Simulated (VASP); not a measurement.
Data:

```yaml
crystal:
  lattice:
    - [1.65500, -5.24000, 0.00000]
    - [1.65500, 5.24000, 0.00000]
    - [0.00000, 0.00000, 4.38000]
  atoms:
    - { symbol: P, position: [0.10170, 0.89830, 0.91940] }
    - { symbol: P, position: [0.39830, 0.60170, 0.41940] }
    - { symbol: P, position: [0.60170, 0.39830, 0.58060] }
    - { symbol: P, position: [0.89830, 0.10170, 0.08060] }
```

Computed with PBE GGA, VASP's PBE PAW potentials (set 64) (plane waves; VASP). Run with PREC = Normal, 350 eV cut-off, 3×3×3 Γ-centred mesh, Gaussian smearing of 0.010 eV, potentials P_GW.

Question: Which forces act on the atoms, in eV/Å?

Answer: 
| atom | Fx | Fy | Fz |
|---|---|---|---|
| P1 | 0.000 | -0.019 | -0.092 |
| P2 | 0.000 | 0.019 | -0.092 |
| P3 | 0.000 | -0.019 | 0.092 |
| P4 | 0.000 | 0.019 | 0.092 |

Question: Give the stress tensor in GPa (positive for a compressed cell).

Answer: 
```
6.04  0.00  0.00
0.00  1.51  0.00
0.00  0.00  1.80
```
The pressure is its mean diagonal, 3.12 GPa.

The compound is P in the black structure. The cell was not relaxed at this level. The k-mesh is coarse (spacing up to 0.66 per Å, 2π included), so the numbers may not be converged in it.
